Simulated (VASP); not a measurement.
## How biaxial strain in the (0001) plane changes Ti

How do stress and energy of Ti follow biaxial strain in the (0001) plane?

Main program and level: VASP 6.6.1; r2SCAN; plane waves and PAW (Ti_sv), in the first sound run; inputs show where later runs differ.

### 1. The structure

The structure is hexagonal, space group P6_3/mmc (No. 194). The conventional cell has a = 2.950 Å, b = 2.950 Å, c = 4.685 Å, α = 90.00°, β = 90.00°, γ = 120.00°. Ti has 12 Ti at 2.90 to 2.95 Å nearest.

As a file:

```cif
data_structure
_symmetry_space_group_name_H-M 'P 1'
_symmetry_Int_Tables_number 1
_cell_length_a 2.9500
_cell_length_b 2.9500
_cell_length_c 4.6846
_cell_angle_alpha 90.000
_cell_angle_beta 90.000
_cell_angle_gamma 120.000
_cell_volume 35.31
loop_
_atom_site_label
_atom_site_type_symbol
_atom_site_fract_x
_atom_site_fract_y
_atom_site_fract_z
_atom_site_occupancy
Ti1 Ti 0.00000 0.00000 0.00000 1
Ti2 Ti 0.33333 0.66667 0.50000 1
```

### 2. Relax the crystal, r2SCAN

The series starts from the cell that this level prefers, so that zero strain is near zero stress.

This step took 2 runs in a row; the last is shown.

Level: r2SCAN; plane waves and PAW (Ti_sv).

Input file INCAR:

```
SYSTEM = Ti
PREC = Accurate
ENCUT = 450
EDIFF = 1E-07
NELM = 120
ISMEAR = 1
SIGMA = 0.15
LREAL = .FALSE.
ALGO = Normal
METAGGA = R2SCAN
LASPH = .TRUE.
NBANDS = 18
LORBIT = 11
LWAVE = .FALSE.
LCHARG = .FALSE.
KPAR = 8
IBRION = 2
NSW = 40
ISIF = 3
EDIFFG = -0.005
POTIM = 0.4
```

Input file POSCAR:

```
Ti
1.0
    2.9355818445      0.0000000000      0.0000000000
   -1.4677909223      2.5422884523      0.0000000000
    0.0000000000      0.0000000000      4.6386414262
Ti
2
Direct
    0.0000000000      0.0000000000      0.0000000000
    0.3333333333      0.6666666667      0.5000000000
```

Input file KPOINTS:

```
Automatic mesh
0
Gamma
23 23 13
0 0 0
```

PAW data sets: Ti_sv (PBE family, release 64).

The run is started by

```
mpirun -np 8 vasp_std
```

The program printed:

```text
[banner, memory and clock lines left out]
running    8 mpi-ranks, on    1 nodes
[...]
|                                                                             |
|           W    W    AA    RRRRR   N    N  II  N    N   GGGG   !!!           |
|           W    W   A  A   R    R  NN   N  II  NN   N  G    G  !!!           |
|           W    W  A    A  R    R  N N  N  II  N N  N  G       !!!           |
|           W WW W  AAAAAA  RRRRR   N  N N  II  N  N N  G  GGG   !            |
|           WW  WW  A    A  R   R   N   NN  II  N   NN  G    G                |
|           W    W  A    A  R    R  N    N  II  N    N   GGGG   !!!           |
|                                                                             |
|     For optimal performance we recommend to set                             |
|       NCORE = 2 up to number-of-cores-per-socket                            |
|     NCORE specifies how many cores store one orbital (NPAR=cpu/NCORE).      |
|     This setting can greatly improve the performance of VASP for DFT.       |
[...]
DAV:  16    -0.258934119664E+02   -0.57834E-07   -0.68229E-09  8076   0.823E-04
   1 F= -.25893412E+02 E0= -.25894184E+02  d E =-.258934E+02
[...]
N       E                     dE             d eps       ncg     rms          rms(c)
DAV:   1    -0.258934954929E+02   -0.83584E-04   -0.21329E-03 20830   0.609E-01    0.752E-02
DAV:   2    -0.258934050327E+02    0.90460E-04   -0.38920E-04 19058   0.216E-01    0.237E-02
DAV:   3    -0.258934054973E+02   -0.46469E-06   -0.58920E-05 19250   0.524E-02    0.784E-03
DAV:   4    -0.258934090016E+02   -0.35043E-05   -0.86167E-06 18376   0.208E-02    0.207E-03
DAV:   5    -0.258934114065E+02   -0.24049E-05   -0.29725E-06 17896   0.960E-03    0.361E-03
DAV:   6    -0.258934128319E+02   -0.14255E-05   -0.67042E-07 16930   0.530E-03    0.130E-03
DAV:   7    -0.258934129961E+02   -0.16413E-06   -0.64441E-08  8104   0.218E-03    0.256E-04
DAV:   8    -0.258934130953E+02   -0.99242E-07   -0.28012E-08  7470   0.120E-03
   2 F= -.25893413E+02 E0= -.25894184E+02  d E =-.112892E-05
 trial-energy change:   -0.000001  1 .order   -0.000002   -0.000005    0.000002
 step:   0.6527(harm=  0.7403)  dis= 0.00000  next Energy=   -25.893413 (dE=-0.144E-05)
 reached required accuracy - stopping structural energy minimisation
```

The job ended after 3.1 min (8 MPI ranks of AMD EPYC 7R43, shared host; peak memory 1.9 GiB).

The logs omit lines about the potential files and the build; timing stands in the text.

OUTCAR, selected parts (step 2):

```text
  Total        0.0040644      0.0040644      0.0021585     -0.0000000     -0.0000000      0.0000000
  in kB        0.1881997      0.1881997      0.0999468     -0.0000000     -0.0000000      0.0000000
  external PRESSURE =       0.1587820 kB  Pullay stress =       0.0000000 kB

 POSITION                                       TOTAL-FORCE (eV/Angst)
 -----------------------------------------------------------------------------------
      0.00000      0.00000     -0.00000        -0.000000     -0.000000      0.000000
     -0.00000      1.69461      2.31881         0.000000      0.000000      0.000000
 -----------------------------------------------------------------------------------
    total drift:                                0.000001     -0.000000     -0.000000

  FREE ENERGIE OF THE ION-ELECTRON SYSTEM (eV)
  ---------------------------------------------------
  free  energy   TOTEN  =       -25.8934130953 eV

  energy  without entropy=      -25.8957251465  energy(sigma->0) =      -25.89418378

 reached required accuracy - stopping structural energy minimisation

[... 3 further parts left out ...]
[key lines of the parts left out:]
E-fermi :   8.4552
```

Numbers from this step:

| Item | Value |
| --- | --- |
| energy(sigma→0) of the program | -25.8942 eV |
| stress, compression positive | xx, yy, zz 0.02, 0.02, 0.01 GPa |
| volume | 34.601 Å³ |
| ionic steps | 2 |

### 3. Strain along the normal, r2SCAN

One member in full: the plane is strained by -1 %, and the strain along the normal is moved by secant steps until the normal stress is under 0.012 GPa or five steps are spent; the atoms relax at each step.

This step took 2 runs, each at a new trial strain with the atoms of the one before; the last is shown.

Level: r2SCAN; plane waves and PAW (Ti_sv).

Changes to INCAR since step 2:

```diff
@@ -15,7 +15,7 @@
 LCHARG = .FALSE.
-KPAR = 8
-IBRION = 2
-NSW = 40
-ISIF = 3
-EDIFFG = -0.005
-POTIM = 0.4
+KPAR = 2
+IBRION = 1
+NSW = 25
+ISIF = 2
+EDIFFG = -0.004
+POTIM = 0.3
```

Input file POSCAR:

```
Ti
1.0
    2.9058005910      0.0000000000      0.0000000000
   -1.4529002960      2.5164971300      0.0000000000
    0.0000000000      0.0000000000      4.6727729920
Ti
2
Direct
    0.0000000000      0.0000000000      0.0000000000
    0.3333333333      0.6666666667      0.5000000000
```

KPOINTS is that of step 2.

The run is started by

```
mpirun -np 2 vasp_std
```

The program printed:

```text
[banner, memory and clock lines left out]
running    2 mpi-ranks, on    1 nodes
[...]
[... a notice as in an earlier step ...]

 LDA part: xc-table for (None), standard interpolation
 POSCAR, INCAR and KPOINTS ok, starting setup
[...]
entering main loop
       N       E                     dE             d eps       ncg     rms          rms(c)
DAV:   1     0.235934370409E+03    0.23593E+03   -0.12101E+04 14120   0.155E+03
DAV:   2    -0.779126673960E+01   -0.24373E+03   -0.24068E+03 14318   0.445E+02
DAV:   3    -0.336525680227E+02   -0.25861E+02   -0.25593E+02 26664   0.126E+02
DAV:   4    -0.345066673876E+02   -0.85410E+00   -0.85302E+00 16330   0.227E+01
[...]
DAV:  11    -0.258870497762E+02    0.15199E-04   -0.25820E-05 19504   0.438E-02    0.542E-03
DAV:  12    -0.258870482838E+02    0.14924E-05   -0.29425E-06 22910   0.154E-02    0.267E-03
DAV:  13    -0.258870481866E+02    0.97189E-07   -0.53395E-07 15370   0.655E-03
   1 F= -.25887048E+02 E0= -.25887842E+02  d E =-.258870E+02
 BRION: g(F)=  0.486E-48 g(S)=  0.000E+00
 reached required accuracy - stopping structural energy minimisation
```

Elapsed: 6.4 min, on 2 MPI ranks; peak memory 0.46 GiB.

OUTCAR, selected parts (step 3):

```text
  Total        0.4883965      0.4883965      0.0021187     -0.0000000     -0.0000000      0.0000000
  in kB       22.9005672     22.9005672      0.0993426     -0.0000000     -0.0000000      0.0000000
  external PRESSURE =      15.3001590 kB  Pullay stress =       0.0000000 kB

 POSITION                                       TOTAL-FORCE (eV/Angst)
 -----------------------------------------------------------------------------------
      0.00000      0.00000      0.00000        -0.000000     -0.000000      0.000000
     -0.00000      1.67766      2.33639         0.000000      0.000000      0.000000
 -----------------------------------------------------------------------------------
    total drift:                                0.000000     -0.000000     -0.000000

  FREE ENERGIE OF THE ION-ELECTRON SYSTEM (eV)
  ---------------------------------------------------
  free  energy   TOTEN  =       -25.8870481866 eV

  energy  without entropy=      -25.8894292910  energy(sigma->0) =      -25.88784189

[... 2 parts as in an earlier step ...]

[... 2 further parts left out ...]
[key lines of the parts left out:]
E-fermi :   8.5835
```

Read from the output:

```
energy(sigma→0) of the program : -25.8878 eV
stress, compression positive   : xx, yy, zz 2.29, 2.29, 0.01 GPa
ionic steps                    : 1
```

### 4. The table

The other members went through these steps as far as the tables show, with the same cutoff and, step by step, the same mesh; 25 runs are not shown. The session took 8.1 core hours (wall time by ranks) on a shared machine.

```csv
in-plane strain (%),strain along the normal (%),"in-plane stress, tension positive (GPa)","energy above the unstrained row, extrapolated to no smearing (meV/atom)"
-2.000,1.560,-4.690,11.356
-1.500,1.157,-3.483,6.612
-1.000,0.758,-2.290,3.149
-0.500,0.390,-1.134,0.954
0,0.005,-0.019,0.000
0.500,-0.384,?,?
1.000,-0.771,2.092,1.597
1.500,-1.149,3.102,4.053
2.000,-1.515,4.086,7.598
```

### 5. Stress from the known rows

A least-squares parabola through the 8 rows shown, with e the strain in %: stress = − 0.07044 e² + 2.194 e − 0.02484 (GPa), r.m.s. residual 0.0057 GPa.

At e = 0.5 this predicts 1.054 GPa.

### 6. The withheld row

The calculation gives 1.053 GPa, so the prediction is 0.001 GPa too high.

Slopes at zero strain, from cubics through all rows: strain ratio -0.767, stress over strain 219 GPa. For (0001) the ratio is −2C₁₃/C₃₃.

### 7. Outcome

- error of the predicted stress: 0.001 GPa
- ratio of normal to in-plane strain: -0.767
- biaxial modulus: 219 GPa

**Reading.** As a check, the curvature of the energy gives 220 GPa for the same modulus (energy per volume = M × strain²), 0 % from the slope of the stress. The energy also has a linear term worth 0.34 GPa that the stress column lacks, a mark of the finite basis or of the smearing. These are static values: temperature and zero-point motion are left out. In a metal the slopes also depend on mesh and smearing, which were held through the series.

[Lines on the potential files, build, host, timing and source positions are cut from VASP's logs without a mark.]

[Logs are printed without paths, hosts, clocks, repeated set-up lines and the standing remarks that a program may print on its own settings, such as how far it seeks lower states.]

[Hosts, paths, dates, database ids (printed as entryN), source tags and the programs' standing remarks are cut or masked in the printed files.]

[In band tables of VASP the shares of atoms and orbitals are scaled to a sum of 1 inside the atoms' spheres.]
